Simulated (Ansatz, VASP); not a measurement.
Ta2SiC: VASP beside Ansatz

```xyz
4
Lattice="2.7255 0.0000 0.0000 0.0000 2.7255 0.0000 0.0000 0.0000 9.4291" Properties=species:S:1:pos:R:3 pbc="T T T"
Ta    0.0000    0.0000    7.3702
Ta    0.0000    0.0000    2.0590
Si    0.0000    0.0000    4.7146
C     0.0000    0.0000    0.0000
```

Alike in both runs: functional PBE; k mesh 16 × 16 × 6; occupations gaussian, width 0.1 eV; no spin polarisation.

Ansatz relaxed the structure, and its values are those at the end. VASP's run is a single point on that final structure, the one shown.

|  | VASP | Ansatz |
| --- | --- | --- |
| version | VASP 6.6.1 | Ansatz 0.2.0 |
| potentials or method | VASP PAW PBE potentials, release 64 (Ta_pv, Si, C) | scalar-relativistic, plane waves, PAW |
| plane-wave cutoff (eV) | 520 | 420 |
| valence electrons in the cell | 30 | 34 |

|  | VASP | Ansatz | Ansatz less VASP |
| --- | --- | --- | --- |
| gap on the k mesh at the Fermi level (eV) | none | none | - |
| pressure (GPa) | 0.1 | 0.0 | -0.13 |
| rms of the force components (eV/Å) | 0.008 | 0.001 | -0.0072 |

A gap of «none» marks a metal or a gap that the smearing closes. The two sets of potentials don't hold the same shells in valence.

Spin-orbit coupling is left out, which matters for the levels of Ta.
